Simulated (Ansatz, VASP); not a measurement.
## Cross-check of GeAu2 between VASP and Ansatz

One calculation is typed for both programs; each brings its own data sets and cutoff. How far apart do they land? The cell is invented: other elements were put on sites of a known structure type. It may not be a known or stable phase. The cell is taken from a series of VASP runs on this material, whose earlier steps may have relaxed, scaled or displaced it; both programs get it as it stands.

Method: plane waves, with VASP 6.6.1 beside it; single point at PBE, in Ansatz 0.2.0.

### Step 1. The structure

It takes space group P-3m1 (No. 164, trigonal). The conventional cell has a = 3.431 Å, b = 3.431 Å, c = 5.707 Å, α = 90.00°, β = 90.00°, γ = 120.00°. Ge has 6 Au at 2.69 Å nearest. Nearest to Au lie 3 Ge at 2.69 Å and 3 Au at 2.86 Å. Farther neighbours are not listed.

As a file:

```cif
data_structure
_symmetry_space_group_name_H-M 'P 1'
_symmetry_Int_Tables_number 1
_cell_length_a 3.4309
_cell_length_b 3.4309
_cell_length_c 5.7071
_cell_angle_alpha 90.000
_cell_angle_beta 90.000
_cell_angle_gamma 120.000
_cell_volume 58.18
loop_
_atom_site_label
_atom_site_type_symbol
_atom_site_fract_x
_atom_site_fract_y
_atom_site_fract_z
_atom_site_occupancy
Ge1 Ge 0.00000 0.00000 0.00000 1
Au2 Au 0.33333 0.66667 0.31913 1
Au3 Au 0.66667 0.33333 0.68087 1
```

### Step 2. VASP: single point, PBE

A single point gives forces, pressure and levels at one fixed geometry, so differences don't come from the geometry; what else differs is listed under the comparison.

Lines of VASP's logs that name or quote its potential files are left out, and so is its time.

The input, INCAR:

```
SYSTEM = GeAu2
PREC = Accurate
ENCUT = 410
EDIFF = 1E-06
NELM = 100
ISMEAR = -1
SIGMA = 0.05
LREAL = .FALSE.
ALGO = Normal
GGA = PE
LORBIT = 11
LWAVE = .FALSE.
LCHARG = .TRUE.
ISIF = 2
LELF = .TRUE.
LVHAR = .TRUE.
```

The input, POSCAR:

```
GeAu2
1.0
    3.4309193198      0.0000000000      0.0000000000
   -1.7154596599      2.9712632899      0.0000000000
    0.0000000000      0.0000000000      5.7070698586
Ge Au
1 2
Direct
    0.0000000000      0.0000000000      0.0000000000
    0.3333333300      0.6666666700      0.3191284826
    0.6666666700      0.3333333300      0.6808715174
```

The input, KPOINTS:

```
Automatic mesh
0
Gamma
7 7 4
0 0 0
```

The projector-augmented-wave data sets are Ge_d and Au (PBE family, release 64).

On the command line:

```sh
$ mpirun -np 1 vasp_std
```

Numbers of over 12 decimals in the logs are rounded to 6 here.

What it wrote:

```text
[banner, memory and clock lines left out]
running    1 mpi-ranks, on    1 nodes
 distrk:  each k-point on    1 cores,    1 groups
 distr:  one band on    1 cores,    1 groups

 POSCAR found type information on POSCAR GeAu
 POSCAR found :  2 types and       3 ions
 LDA part: xc-table for (Slater+PW92), standard interpolation
 POSCAR, INCAR and KPOINTS ok, starting setup
 FFT: planning ... GRIDC
 FFT: planning ... GRID_SOFT
 FFT: planning ... GRID
 WAVECAR not read
 entering main loop
       N       E                     dE             d eps       ncg     rms          rms(c)
DAV:   1     0.274030536070E+03    0.27403E+03   -0.15911E+04  1456   0.302E+03
DAV:   2     0.172708888083E+02   -0.25676E+03   -0.24686E+03  1358   0.714E+02
DAV:   3    -0.109109248124E+02   -0.28182E+02   -0.27843E+02  1376   0.132E+02
DAV:   4    -0.117411753871E+02   -0.83025E+00   -0.82792E+00  1406   0.233E+01
DAV:   5    -0.117605144489E+02   -0.19339E-01   -0.19338E-01  1444   0.387E+00    0.916E+00
DAV:   6    -0.108674154701E+02    0.89310E+00   -0.41502E+00  1412   0.158E+01    0.681E+00
DAV:   7    -0.108304542453E+02    0.36961E-01   -0.22898E-01  1388   0.425E+00    0.391E+00
DAV:   8    -0.108181281860E+02    0.12326E-01   -0.51952E-02  1614   0.241E+00    0.336E-01
DAV:   9    -0.108162172388E+02    0.19109E-02   -0.11178E-02  1668   0.127E+00    0.130E-01
DAV:  10    -0.108161572765E+02    0.59962E-04   -0.95250E-04  1406   0.271E-01    0.306E-02
DAV:  11    -0.108161623111E+02   -0.50346E-05   -0.29243E-05  1514   0.440E-02    0.717E-03
DAV:  12    -0.108161633984E+02   -0.10873E-05   -0.15731E-06  1038   0.122E-02    0.217E-03
DAV:  13    -0.108161633237E+02    0.74712E-07   -0.48092E-07   790   0.921E-03
   1 F= -.10816163E+02 E0= -.10811695E+02  d E =-.893605E-02
```

OUTCAR, selected parts (step 2):

```text
ion  position               nearest neighbor table
   1  0.000  0.000  0.000-   2 2.69   3 2.69   3 2.69   2 2.69   3 2.69   2 2.69
   2  0.333  0.667  0.319-   1 2.69   1 2.69   1 2.69   3 2.86   3 2.86   3 2.86
   3  0.667  0.333  0.681-   1 2.69   1 2.69   1 2.69   2 2.86   2 2.86   2 2.86

  LATTYP: Found a hexagonal cell.
 ALAT       =     3.4309193198
 C/A-ratio  =     1.6634229274

 Subroutine GETGRP returns: Found 12 space group operations
 (whereof 12 operations were pure point group operations)

The static configuration has the point symmetry D_3d.

 Found     28 irreducible k-points:

   k-points           NKPTS =     28   k-points in BZ     NKDIM =     28   number of bands    NBANDS=     22

   dimension x,y,z NGX =    24 NGY =   24 NGZ =   40
   dimension x,y,z NGXF=    48 NGYF=   48 NGZF=   80

   ENCUT  =  410.0 eV  30.13 Ry    5.49 a.u.   5.66  5.66  9.42*2*pi/ulx,y,z

   NELECT =      36.0000    total number of electrons

 k-points in reciprocal lattice and weights: Automatic mesh
   0.00000000  0.00000000  0.00000000       0.005
   0.14285714 -0.00000000  0.00000000       0.031
   0.28571429 -0.00000000  0.00000000       0.031
   0.42857143 -0.00000000  0.00000000       0.031
   0.14285714  0.14285714  0.00000000       0.031
   0.28571429  0.14285714  0.00000000       0.061
   0.42857143  0.14285714  0.00000000       0.031
   0.28571429  0.28571429  0.00000000       0.031
   0.00000000  0.00000000  0.25000000       0.010
[...]
0.42857143  0.14285714  0.50000000       0.031
   0.28571429  0.28571429  0.50000000       0.031

 average (electrostatic) potential at core
       1 -72.1762       2 -66.3891       3 -66.3891

 E-fermi :   7.3103

 k-point     1 :       0.0000    0.0000    0.0000
  band No.  band energies     occupation
    ...
     14       3.7524      2.00000
     15       3.8945      2.00000
     16       3.9372      2.00000
     17       3.9811      2.00000
     18       3.9811      2.00000
     19      12.3655      0.00000
     20      12.3656      0.00000
     21      15.6219      0.00000
     22      16.5876      0.00000

 k-point     2 :       0.1429   -0.0000    0.0000
  band No.  band energies     occupation
    ...
     14       3.6669      2.00000
     15       3.7045      2.00000
     16       4.1530      2.00000
     17       4.3456      2.00000
     18       5.0717      2.00000
     19      10.2536      0.00000
     20      11.6424      0.00000
     21      14.7251      0.00000
     22      16.6397      0.00000

 k-point     3 :       0.2857   -0.0000    0.0000
  band No.  band energies     occupation
    ...
     14       3.8198      2.00000
     15       3.8733      2.00000
     16       4.2865      2.00000
     17       5.1148      2.00000
     18       6.2904      2.00000
     19       7.6201      0.00406
     20      10.3842      0.00000
     21      12.3164      0.00000
     22      14.1108      0.00000

  Total       -0.0068654     -0.0068654     -0.0267808     -0.0000000      0.0000000     -0.0000000
  in kB       -0.1890655     -0.1890655     -0.7375130     -0.0000000      0.0000000     -0.0000000
  external PRESSURE =      -0.3718813 kB  Pullay stress =       0.0000000 kB

  energy-cutoff  :      410.00
  volume of cell :       58.18
      direct lattice vectors                 reciprocal lattice vectors
     3.430919320  0.000000000  0.000000000     0.291467070  0.168278591  0.000000000
    -1.715459660  2.971263290  0.000000000     0.000000000  0.336557182  0.000000000
     0.000000000  0.000000000  5.707069859     0.000000000  0.000000000  0.175221265

 POSITION                                       TOTAL-FORCE (eV/Angst)
 -----------------------------------------------------------------------------------
      0.00000      0.00000      0.00000        -0.000000      0.000000     -0.000000
     -0.00000      1.98084      1.82129        -0.000000      0.000000     -0.002973
      1.71546      0.99042      3.88578         0.000000     -0.000000      0.002973
 -----------------------------------------------------------------------------------
    total drift:                               -0.000000     -0.000000      0.000000

  FREE ENERGIE OF THE ION-ELECTRON SYSTEM (eV)
  ---------------------------------------------------
  free  energy   TOTEN  =       -10.8161633237 eV

  energy  without entropy=      -10.8072272761  energy(sigma->0) =      -10.81169530

 total charge
# of ion       s       p       d       tot
------------------------------------------
    1        1.215   0.938  10.046  12.199
    2        0.640   0.286   8.721   9.647
    3        0.640   0.286   8.721   9.647
--------------------------------------------------
tot          2.494   1.511  27.487  31.493

[... 3 further parts left out ...]
```

The run ends at a pressure of -0.04 GPa, with forces up to 0.0030 eV/Å.

### Step 3. Ansatz: single point, PBE

Ansatz runs on its default PAW (the set named soft_2) files.

The same cell, functional, mesh and smearing now go to Ansatz, which takes its cutoff from its data sets.

The input, input.yaml:

```yaml
crystal:
  lattice:
    - [3.4309193198, 0.0, 0.0]
    - [-1.7154596599, 2.9712632899, 0.0]
    - [0.0, 0.0, 5.7070698586]
  atoms:
    - { symbol: Ge, position: [0.0, 0.0, 0.0] }
    - { symbol: Au, position: [0.33333333, 0.66666667, 0.3191284826] }
    - { symbol: Au, position: [0.66666667, 0.33333333, 0.6808715174] }
hamiltonian:
  xc: pbe
  pseudopotentials: { kind: paw }
kpoints:
  mp_grid: { grid: [7, 7, 4] }
scf:
  occupations: { method: fermi_dirac, width: 0.05 }
  n_extra_bands: 4
output:
  forces: true
  stress: true
  eigenvalues: true
```

On the command line:

```sh
$ ansatz run input.yaml --threads 2 --pin off --max-ram 4608MiB --backend cpu --events-out ev --progress --plain --runs-dir out
```

What it wrote:

```text
scf.n_extra_bands = 4 over 26 filled bands (N_el = 52.0): the run solves 30 bands
Engine: ansatz 0.2.0, aarch64-unknown-linux-gnu
Pseudopotentials: kind: paw
Pseudopotential: Ge, paw, valence charge 14, recommended cutoff 420 eV (normal), Ge.paw.azcp
Pseudopotential: Au, paw, valence charge 19, recommended cutoff 420 eV (normal), Au.paw.azcp
Functional definition: PBE
  parameter kappa = 0.804
  parameter beta = 0.066725
  exchange = pbe_x(kappa = kappa, mu = beta*pi^2/3)
  correlation = pbe_c(beta = beta)
Crystal: 3 atoms, lattice volume = 58.179 Å³
Basis set: ecut = 420 eV, 1123 PW (Γ), exchange–correlation on 48×48×80 points (8 copies of the dense FFT grid, shifted against one another)
Bands: 30, of which v1, the nominal top of the filled ones, is band 26 counted from 1 (25 counted from 0)
Symmetry: 12 space group operations
Space group: P-3m1 (ITA 164), of the structure as read, at distance tolerance 3.9e-5 Å
k-points: 28 of 196
Non-local potential: Ge, projectors of the file, l = 0: 2, l = 1: 2, l = 2: 3, l = 3: 1
Non-local potential: Au, projectors of the file, l = 0: 3, l = 1: 2, l = 2: 2, l = 3: 1
PAW form: soft (Blöchl's): semilocal exchange-correlation on the pseudo side does not see the compensation charge
PAW one-centre angular grid: Ge, 590 points (default); XC on 64 Gauss nodes
PAW one-centre angular grid: Au, 590 points (default); XC on 64 Gauss nodes
Initial density: superposition of atomic densities (neutral atoms: chi_scale 0, normalization atom), corrected by the library's trained network
Initial wavefunctions: pseudopotential atomic-orbital guess
Functional: x = pbe(κ = 0.804, μ = 0.219515), c = pbe(β = 0.066725)
SCF iter   1: F=—  HF=-30593.497409 eV  |F-HF|=—  |Δ(HF+E_count)|=         —  Δρ=1.90e-3  dr2=2.04e-3  ethr=1.77e-3  ⟨swp⟩=5.8  Hψ=2945  notcnv=0
preconditioner: auto → Resta (q_TF=auto, 2.678 Å⁻¹)  ε∞=5.5  [insulator: Δε(μ)=0.159 eV  Ē_g=13.763 eV  σ=0.050 eV  W_gap=0.52  n_scr=22 (ndim 8)  ℏωp=29.2 eV  f_vac=0.000  D(μ)=1.12/eV (n_scr^D=2)  ε∞_Penn≈5.5]
SCF iter   2: F=—  HF=-30593.498685 eV  |F-HF|=—  |Δ(HF+E_count)|=   1.28e-3  Δρ=1.04e-3  dr2=5.90e-4  ethr=3.92e-6  ⟨swp⟩=2.0  Hψ=1411  notcnv=0
SCF iter   3: F=—  HF=-30593.498735 eV  |F-HF|=—  |Δ(HF+E_count)|=   5.05e-5  Δρ=2.58e-4  dr2=5.06e-5  ethr=1.13e-6  ⟨swp⟩=2.0  Hψ=1164  notcnv=0
SCF iter   4: F=—  HF=-30593.498731 eV  |F-HF|=—  |Δ(HF+E_count)|=   4.00e-6  Δρ=9.70e-5  dr2=5.55e-6  ethr=9.74e-8  ⟨swp⟩=2.1  Hψ=1281  notcnv=0
SCF iter   5: F=—  HF=-30593.498733 eV  |F-HF|=—  |Δ(HF+E_count)|=   1.71e-6  Δρ=2.45e-5  dr2=6.79e-7  ethr=1.07e-8  ⟨swp⟩=2.0  Hψ=1204  notcnv=0
SCF iter   6: F=—  HF=-30593.498733 eV  |F-HF|=—  |Δ(HF+E_count)|=   5.00e-9  Δρ=1.10e-5  dr2=7.74e-8  ethr=1.92e-10  ⟨swp⟩=5.9  Hψ=3400  notcnv=0
SCF iter   7: F=-30593.498733 eV  HF=-30593.498733 eV  |F-HF|=1.41e-9  |Δ(HF+E_count)|=   4.56e-8  Δρ=3.84e-6  dr2=1.13e-8  ethr=1.49e-10  ⟨swp⟩=4.1  Hψ=2827  notcnv=0
SCF 1 converged in 7 iterations: F = -30593.498733 eV  dr2 = 1.13e-8
  greatest PAW one-centre occupation: 1.000 electrons in one spin orbital (limit 2), on the Au atom at site 2 (counted from 0), in its partial waves of l = 0
SCF converged after 7 iterations
Free energy (F): -30593.498733 eV
Harris-Foulkes:  -30593.498733 eV  (|F-HF|=1.41e-9)
Internal energy: -30593.489780 eV  (E = F + TS)
E sigma→0 (E₀):  -30593.494257 eV
Entropy (-TS):   -0.008953 eV (-2.984 meV/atom)
Fermi energy:    15.253083 eV
--- Per-component energies (eV) ---
  E_band       = -674.938142
  E_kinetic    = 1319.419609
  E_local      = -6169.449171  (includes V_loc(G=0)·N_el)
  E_nonlocal   = 562.604979
  E_hartree    = 2629.416575
  E_xc         = -531.363862
  E_vxc        = -614.622094  (∫ρ·V_xc dr)
  E_paw        = -21430.503844  (= ΣΔE_a)
  E_vpaw       = -1031.729567  (= ΣTr[D̂ρ^β])
  E_aug_tail   = 0.003116  (compensation charges beyond the density's cutoff)
  E_ewald      = -6973.617183
  E_smearing   = -0.008953  (= −TS)
  E_closure    = 0.000000  (closes the sum)
  Σ components = -30593.498733   (vs F -30593.498733, Δ=0.00e0)
--- Forces (eV/Å), atoms counted from 1 ---
  atom   1  Ge    -0.00000000    -0.00000000     0.00000000
  atom   2  Au     0.00000000    -0.00000000    -0.01150229
  atom   3  Au     0.00000000     0.00000000     0.01150229
  max |Σ_I F_I| component: 1.85e-17 eV/Å
--- Stress (GPa, compression-positive) ---
        0.108154      -0.000000      -0.000000
       -0.000000       0.108154       0.000000
        0.000000       0.000000       0.047442
  P = ⅓ Tr σ = 0.0879 GPa (0.879 kbar)
--- Band table (eV; the first three rows and the last of 28) ---
  k-point 0: bands = [... 22 lower, 11.8397, 11.8839, 11.9340, 11.9340, 20.3103, 20.3103, 23.5518, 24.5293]
  k-point 1: bands = [... 22 lower, 11.7279, 12.0428, 12.0428, 13.8623, 20.0516, 20.0516, 21.7393, 23.9980]
  k-point 2: bands = [... 22 lower, 11.7922, 12.1244, 12.1244, 15.7780, 19.5338, 19.8192, 19.8192, 23.7181]
  k-point 27: bands = [... 22 lower, 11.9762, 13.0883, 13.9040, 14.3178, 14.6258, 16.5053, 16.6857, 22.8903]
```

Run time: 2.5 s. Hardware: 2 threads of Arm Neoverse N1, shared host; peak memory 0.34 GiB.

The run ends at a pressure of 0.09 GPa, with forces up to 0.012 eV/Å.

### Step 4. Comparison

Known differences besides the potentials themselves: the data sets hold 52 valence electrons in Ansatz (default PAW (the set named soft_2) files) and 36 in VASP; the cutoff is 420 eV in Ansatz and 410 eV in VASP; VASP leaves aspherical gradient terms in its spheres out (LASPH is not set), Ansatz keeps them. Total energies have different zeros and are not compared.

The two programs side by side:

```csv
quantity,Ansatz,VASP,difference
pressure (GPa),0.09,-0.04,+0.13
```

At this near-relaxed geometry the largest component of a force difference is 9 meV/Å. Ansatz's pressure holds a Pulay correction of 0.05 GPa; VASP's holds none.

### Step 5. What came out

```json
{
  "difference in pressure (single point, PBE)": "0.13 GPa"
}
```

**Reading.** The difference in pressure is 0.13 GPa (single point, PBE), within the 1 GPa picked in this series as the mark of a large difference. Such differences can come from data sets, numerical settings and the points named under the comparisons, not from the functional's error against experiment.

[Lines on the potential files, build, host, timing and source positions are cut from VASP's logs without a mark.]

[Logs are printed without paths, hosts, clocks, repeated set-up lines and the standing remarks that a program may print on its own settings, such as how far it seeks lower states.]

[Hosts, paths, dates, database ids (printed as entryN), source tags and the programs' standing remarks are cut or masked in the printed files.]
